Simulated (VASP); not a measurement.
An input for Quantum ESPRESSO's pw.x (written as the equivalent of a VASP run, and not itself run):

```
&CONTROL
  calculation = 'scf'
  pseudo_dir = './pseudo'
  outdir = './out'
  tprnfor = .true.
  tstress = .true.
/
&SYSTEM
  ibrav = 0
  nat = 2
  ntyp = 2
  ecutwfc = 74
  occupations = 'smearing'
  smearing = 'gaussian'
  degauss = 0.003675
  input_dft = 'pbe'
/
&ELECTRONS
  conv_thr = 7.3e-08
  electron_maxstep = 100
/
ATOMIC_SPECIES
  K 39.098 K.upf
  I 126.904 I.upf
CELL_PARAMETERS angstrom
     0.0000000    3.5937351    3.5937351
     3.5937351    0.0000000    3.5937351
     3.5937351    3.5937351    0.0000000
ATOMIC_POSITIONS crystal
  K    0.0000000  0.0000000  0.0000000
  I    0.5000000  0.5000000  0.5000000
K_POINTS automatic
  6 6 6 0 0 0
```

Question: Translate this input to VASP (INCAR, KPOINTS, POSCAR, choice of POTCAR).

Answer: Several could match; the one computed here: 
### INCAR
```
# general
SYSTEM   =  KI
PREC     =  Accurate
ENCUT    =  520
LREAL    =  F
LASPH    =  T

# electronic loop
EDIFF    =  1E-6
NELM     =  100
ALGO     =  Normal
LMAXMIX  =  4

# smearing
ISMEAR   =  0
SIGMA    =  0.05

# functional
GGA      =  PE

# output
LWAVE    =  T
LCHARG   =  F
```

### POSCAR
```
KI
1
    0.0000000000     3.5937350754     3.5937350754
    3.5937350754     0.0000000000     3.5937350754
    3.5937350754     3.5937350754     0.0000000000
K I
1 1
Direct
  0.0000000000   0.0000000000   0.0000000000
  0.5000000000   0.5000000000   0.5000000000
```

### KPOINTS
```
kpoints
0
Gamma
 6 6 6
0 0 0
```

POTCAR, in this order: K_sv I (PBE.64 set). Program: vasp_std.

What does not carry over: the potentials are each code's own (VASP's PAW set, PseudoDojo norm-conserving files in pw.x), so ENCUT and ecutwfc are chosen apart and not converted; conv_thr bounds pw.x's estimated SCF error, while EDIFF bounds the energy change between steps.

The compound is KI in the rock salt structure. It was relaxed first, which changed the volume by +5 %.
